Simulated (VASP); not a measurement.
VASP input:

### INCAR
```
ALGO=Normal
EDIFF=1E-6
EDIFFG=-0.01
ENCUT=480
IBRION=2
ISIF=3
ISMEAR=0
LASPH=.True.
LCHARG=.False.
LMAXMIX=4
LMIXTAU=.True.
LREAL=.False.
LWAVE=.False.
METAGGA=R2SCAN
NELM=100
NSW=60
PREC=Accurate
SIGMA=0.05
SYSTEM=GaP
```

**POSCAR**
```
GaP
1
    0.0000000000     2.7250000000     2.7250000000
    2.7250000000     0.0000000000     2.7250000000
    2.7250000000     2.7250000000     0.0000000000
Ga P
1 1
Direct
  0.0000000000   0.0000000000   0.0000000000
  0.7500000000   0.7500000000   0.7500000000
```

**KPOINTS**
```
Automatic mesh
0
Gamma
8 8 8
0 0 0
```

POTCAR, in this order: Ga_d P (PBE.64 set). Program: vasp_std.

Question: Translate this r2SCAN calculation to Ansatz.

Answer: One equivalent input (not run):
Ansatz 0.2 input:
```yaml
crystal:
  lattice:
    - [0.0000000, 2.7250000, 2.7250000]
    - [2.7250000, 0.0000000, 2.7250000]
    - [2.7250000, 2.7250000, 0.0000000]
  atoms:
    - { symbol: Ga, position: [0.0000000, 0.0000000, 0.0000000] }
    - { symbol: P, position: [0.7500000, 0.7500000, 0.7500000] }
kpoints:
  mp_grid: { grid: [8, 8, 8] }
hamiltonian:
  xc: r2scan
  pseudopotentials: { kind: paw }
scf:
  occupations: { method: gaussian, width: 0.05 }
  max_iter: 100
relax:
  max_steps: 60
  f_tol: 0.01
  cell: {}
output: { forces: true, stress: true, eigenvalues: true }
```
Limits of the translation: each code has its own PAW files, so the cut-off isn't converted (ENCUT is set for VASP's; basis.ecutwfc is left out, and Ansatz then takes the one that its files recommend); Ansatz stops its SCF on the density residual and VASP on the energy change (EDIFF).

The compound is GaP in the zinc blende structure. The cell was not relaxed at this level.
